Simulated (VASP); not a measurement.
Write the native input for VASP 6.6.1 that does the following.

```yaml
Task: relaxation of cell and atoms
Functional: PBE
Potentials_or_basis: VASP PAW PBE potentials, release 64 (Sn_d, Se)
Cutoff: 600 eV
k_mesh: 3 × 7 × 7
Occupations: gaussian, width 0.02 eV
Spin: no spin polarisation
Further_INCAR_settings: ALGO = Fast; EDIFF = 1e-06; IBRION = 2; EDIFFG = -0.005; NSW = 80; ISIF = 3
```

The structure of SnSe lies in POSCAR:

```
SnSe                                    
1.0
   11.7892627232      0.0000000000      0.0000000000
    0.0000000000      4.2048380354     -0.0000000000
    0.0000000000     -0.0000000000      4.5692835334
  Sn              Se            
     4     4
Direct
     0.6208663604776922    0.7500000000000000    0.3836418570096746
     0.8791336395223078    0.2500000000000000    0.8836418570096742
     0.3791336395223077    0.2500000000000000    0.6163581429903258
     0.1208663604776924    0.7500000000000000    0.1163581429903255
     0.1453778458902196    0.2500000000000000    0.5235840381687842
     0.6453778458902193    0.2500000000000000    0.9764159618312158
     0.3546221541097803    0.7500000000000000    0.0235840381687841
     0.8546221541097807    0.7500000000000000    0.4764159618312159
```

The cell is a database's computed one.

The input as run:

INCAR

```
SYSTEM = SnSe
PREC     = Accurate       ! precision mode
ENCUT    = 600            ! plane-wave cutoff, eV
EDIFF    = 1E-6           ! SCF threshold, eV
ISMEAR   = 0              ! smearing method
SIGMA    = 0.02           ! smearing width, eV
LREAL    = .FALSE.        ! projectors in reciprocal space
LASPH    = .TRUE.         ! aspherical terms in the spheres
NELM     = 120            ! most SCF steps
ALGO     = Fast           ! electronic algorithm
ISIF     = 3              ! what is computed and relaxed
LWAVE    = .FALSE.        ! write WAVECAR
LCHARG   = .FALSE.        ! write CHGCAR
GGA      = PE             ! functional
IBRION   = 2              ! ionic algorithm
NSW      = 80             ! ionic steps
EDIFFG   = -0.005         ! ionic threshold
KPAR     = 4
```

KPOINTS

```
regular mesh
0
G
  3 7 7
  0 0 0
```

Potentials or basis: VASP PAW PBE potentials, release 64 (Sn_d, Se).

The run is started by

```bash
$ cat potpaw_PBE.64/Sn_d/POTCAR potpaw_PBE.64/Se/POTCAR > POTCAR
$ mpirun -np 4 vasp_std > vasp.out
```

It gave:

| Quantity | Value |
| --- | --- |
| Relaxed volume | 28.32 Å³/atom |
| Relaxed cell | a = 11.790 Å, b = 4.206 Å, c = 4.570 Å, α = 90.00°, β = 90.00°, γ = 90.00° |
| Space group after relaxing (to 0.05 Å) | Pnma (No. 62) |
| Energy gained by relaxing | 0.0 meV/atom |
| Ionic steps | 4 |
| Pressure after relaxing | 0.0 GPa |
| Largest force after relaxing | 0.003 eV/Å |
| Band gap on the k mesh | 0.88 eV, indirect (least direct gap 1.08 eV) |

Caveat: spin-orbit coupling is left out, which moves the levels of the heavy elements; an odd mesh through Γ misses points on the zone boundary, where band edges often lie; this functional lacks dispersion, which binds the layers, so the pressure and a relaxed spacing across them are unreliable.

It took 3.9 min on 4 MPI ranks on Intel(R) Xeon(R) Platinum 8488C (Sapphire Rapids) (shared host), peak memory 0.61 GiB a rank.
